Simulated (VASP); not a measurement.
Computed with optB88-vdW, VASP's PBE PAW potentials (set 64) (plane waves; VASP).

The input files of a VASP run:

**POSCAR**
```
NaI
1
    0.0000000000     3.2530573805     3.2530573805
    3.2530573805     0.0000000000     3.2530573805
    3.2530573805     3.2530573805     0.0000000000
Na I
1 1
Direct
  0.0000000000   0.0000000000   0.0000000000
  0.5000000000   0.5000000000   0.5000000000
```

### KPOINTS
```
Regular mesh
0
gamma
  7 7 7
```

**INCAR**
```
SYSTEM = NaI
PREC = Accurate
ENCUT = 520
EDIFF = 1E-7
NELM = 100
ALGO = Normal
LREAL = .FALSE.
LASPH = .TRUE.
ISMEAR = 0
SIGMA = 0.05
GGA = BO
PARAM1 = 0.1833333333
PARAM2 = 0.22
LUSE_VDW = .TRUE.
AGGAC = 0.0
LMAXMIX = 4
LWAVE = .FALSE.
LCHARG = .FALSE.
ISIF = 2
```

POTCAR, in this order: Na_pv I (PBE.64 set). Program: vasp_std.

### Question
What will the output report for the number of irreducible k-points (NKPTS), largest plane-wave count, number of space-group operations, FFT grid (NGX, NGY, NGZ)?

### Answer

The number of irreducible k-points (NKPTS) is 20, the largest plane-wave count is 1868 and the number of space-group operations is 48. The FFT grid (NGX, NGY, NGZ) is 36 × 36 × 36.

The compound is NaI in the rock salt structure. This cell is one point of a volume scan, at 1.03 of the reference volume.
